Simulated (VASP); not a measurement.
Calculation: PBEsol GGA, VASP's PBE PAW potentials (set 64) (plane waves; VASP).

VASP ran on this input.

### INCAR
```
# general
SYSTEM  = TiPd3
PREC    = Accurate
ENCUT   = 300
LREAL   = .False.
LASPH   = .True.

# electronic loop
EDIFF   = 1E-6
NELM    = 100
ALGO    = Normal
LMAXMIX = 4

# smearing
ISMEAR  = -1
SIGMA   = 0.1

# functional
GGA     = PS

# ions
ISIF    = 2

# output
LWAVE   = .False.
LCHARG  = .False.
```

**POSCAR**
```
TiPd3
1
    3.8200000000     0.0000000000     0.0000000000
    0.0000000000     3.8200000000     0.0000000000
    0.0000000000     0.0000000000     3.8200000000
Ti Pd
1 3
Direct
  0.0042130000   0.0140450000   0.0061090000
 -0.0106130000   0.4963700000   0.5140660000
  0.5004800000  -0.0168820000   0.5062380000
  0.5059200000   0.5064670000  -0.0264120000
```

KPOINTS:
```
K-points
0
G
6 6 6
0 0 0
```

POTCAR, in this order: Ti_sv Pd (PBE.64 set). Program: vasp_std.

The resulting files:

### OUTCAR
```
 ion  position               nearest neighbor table
   1  0.004  0.014  0.006-   2 2.63   2 2.68   4 2.68   4 2.69   3 2.69   3 2.69   3 2.71   3 2.71
                             4 2.72   2 2.73   4 2.73   2 2.77
   2  0.989  0.496  0.514-   4 2.55   1 2.63   3 2.64   4 2.64   1 2.68   3 2.70   3 2.71   1 2.73
                             3 2.77   4 2.77   1 2.77   4 2.86
   3  0.500  0.983  0.506-   4 2.55   2 2.64   4 2.68   1 2.69   1 2.69   2 2.70   2 2.71   1 2.71
                             1 2.71   4 2.73   2 2.77   4 2.85
   4  0.506  0.506  0.974-   2 2.55   3 2.55   2 2.64   1 2.68   3 2.68   1 2.69   1 2.72   1 2.73
                             3 2.73   2 2.77   3 2.85   2 2.86
  LATTYP: Found a simple cubic cell.
 ALAT       =     3.8200000000
 Subroutine PRICEL returns:
 Original cell was already a primitive cell.
 Subroutine GETGRP returns: Found  1 space group operations
The static configuration has the point symmetry C_1 .
The dynamic configuration has the point symmetry C_1 .
 Subroutine INISYM returns: Found  1 space group operations
 Subroutine IBZKPT returns following result:
 Found    112 irreducible k-points:

 Following reciprocal coordinates:
            Coordinates               Weight
  0.000000  0.000000  0.000000      1.000000
  0.166667  0.000000  0.000000      2.000000
  0.000000  0.166667  0.000000      2.000000
...
```

File OSZICAR:
```
       N       E                     dE             d eps       ncg     rms          rms(c)
DAV:   1     0.282428908210E+03    0.28243E+03   -0.15172E+04  5609   0.127E+03
DAV:   2    -0.128413696275E+02   -0.29527E+03   -0.28922E+03  6111   0.369E+02
DAV:   3    -0.316331749628E+02   -0.18792E+02   -0.18440E+02  7526   0.904E+01
DAV:   4    -0.321678132658E+02   -0.53464E+00   -0.53334E+00  7011   0.152E+01
DAV:   5    -0.321819537412E+02   -0.14140E-01   -0.14132E-01  7712   0.234E+00    0.187E+01
DAV:   6    -0.297281825262E+02    0.24538E+01   -0.22622E+01  7856   0.353E+01    0.121E+01
DAV:   7    -0.293699946304E+02    0.35819E+00   -0.21394E+01  8162   0.320E+01    0.733E+00
DAV:   8    -0.287366963362E+02    0.63330E+00   -0.19976E+00  7883   0.103E+01    0.272E+00
DAV:   9    -0.287403850053E+02   -0.36887E-02   -0.74364E-01  8388   0.501E+00    0.168E+00
DAV:  10    -0.287017887588E+02    0.38596E-01   -0.22369E-01  8023   0.351E+00    0.234E-01
DAV:  11    -0.287018146583E+02   -0.25899E-04   -0.24961E-03  6159   0.424E-01    0.176E-01
DAV:  12    -0.287018868702E+02   -0.72212E-04   -0.62044E-04  6837   0.234E-01    0.172E-01
DAV:  13    -0.287015293883E+02    0.35748E-03   -0.15182E-03  8510   0.262E-01    0.218E-02
DAV:  14    -0.287015267063E+02    0.26821E-05   -0.39969E-05  7072   0.410E-02    0.792E-03
DAV:  15    -0.287015258279E+02    0.87836E-06   -0.35177E-06  6299   0.135E-02
   1 F= -.28701526E+02 E0= -.28674775E+02  d E =-.535007E-01
```

### OUTCAR
```
------------------------ aborting loop because EDIFF is reached ----------------------------------------
  FORCE on cell =-STRESS in cart. coord.  units (eV):
  Direction    XX          YY          ZZ          XY          YZ          ZX
  --------------------------------------------------------------------------------------
  Total        3.5287332      3.4361125      3.6912516     -0.1131017     -0.5005543     -0.4278835
  in kB      101.4236692     98.7615427    106.0948112     -3.2507955    -14.3870483    -12.2983264
  external PRESSURE =     102.0933410 kB  Pullay stress =       0.0000000 kB
  volume of cell :       55.74
      direct lattice vectors                 reciprocal lattice vectors
     3.820000000  0.000000000  0.000000000     0.261780105  0.000000000  0.000000000
     0.000000000  3.820000000  0.000000000     0.000000000  0.261780105  0.000000000
     0.000000000  0.000000000  3.820000000     0.000000000  0.000000000  0.261780105
 POSITION                                       TOTAL-FORCE (eV/Angst)
 -----------------------------------------------------------------------------------
      0.01609      0.05365      0.02334        -0.037421     -0.265097      0.018148
      3.77946      1.89613      1.96373         0.811730     -0.198985     -1.172090
      1.91183      3.75551      1.93383        -0.260948      1.069902     -0.899926
      1.93261      1.93470      3.71911        -0.513361     -0.605820      2.053867
 -----------------------------------------------------------------------------------
    total drift:                                0.000233      0.000285      0.000171
  FREE ENERGIE OF THE ION-ELECTRON SYSTEM (eV)
  ---------------------------------------------------
  free  energy   TOTEN  =       -28.7015258279 eV

  energy  without entropy=      -28.6480251072  energy(sigma->0) =      -28.67477547
```
(Selected blocks of OUTCAR.)

### OUTCAR
```
 val. band max:       11.5676907034   @ k =   0.5000   0.5000   0.5000

 cond. band min:      11.5812784616   @ k =  -0.1667   0.0000   0.1667


 Fermi energy:        11.5729471478

 k-point     1 :       0.0000    0.0000    0.0000
  band No.  band energies     occupation
      1     -46.1879      2.00000
      2     -22.5469      2.00000
      3     -22.5428      2.00000
      4     -22.5407      2.00000
      5       3.2485      2.00000
      6       4.8631      2.00000
      7       5.1326      2.00000
      8       5.1455      2.00000
      9       5.3706      2.00000
     10       5.4185      2.00000
     11       5.4342      2.00000
     12       8.0258      2.00000
     13       8.0503      2.00000
     14       8.1177      2.00000
     15       9.6702      2.00000
     16       9.6987      2.00000
     17      10.5111      1.99995
     18      10.9844      1.99446
     19      10.9966      1.99374
     20      11.0253      1.99167
     21      12.7599      0.00001
     22      12.8199      0.00001
     23      13.5088      0.00000
     24      13.5511      0.00000
     25      13.5589      0.00000

 k-point     2 :       0.1667    0.0000    0.0000
  band No.  band energies     occupation
      1     -46.1871      2.00000
      2     -22.5514      2.00000
      3     -22.5457      2.00000
      4     -22.5425      2.00000
      5       3.6008      2.00000
      6       5.0599      2.00000
      7       5.2896      2.00000
      8       5.3810      2.00000
      9       5.5271      2.00000
     10       5.5948      2.00000
     11       5.6568      2.00000
     12       7.8366      2.00000
     13       8.1559      2.00000
     14       8.2153      2.00000
     15       9.3685      2.00000
     16       9.7085      2.00000
     17      10.1936      2.00000
     18      10.2378      2.00000
     19      10.3882      1.99999
     20      11.0075      1.99302
     21      12.2054      0.00358
     22      12.5889      0.00008
     23      12.6862      0.00003
...
```

At this cut-off the stress carries a Pulay error, which pulls relaxed volumes low.

The structure comes from a measured TiPd3 entry of the Crystallography Open Database, whose conditions weren't checked. The cell was not relaxed at this level, atoms are displaced from their ideal sites.
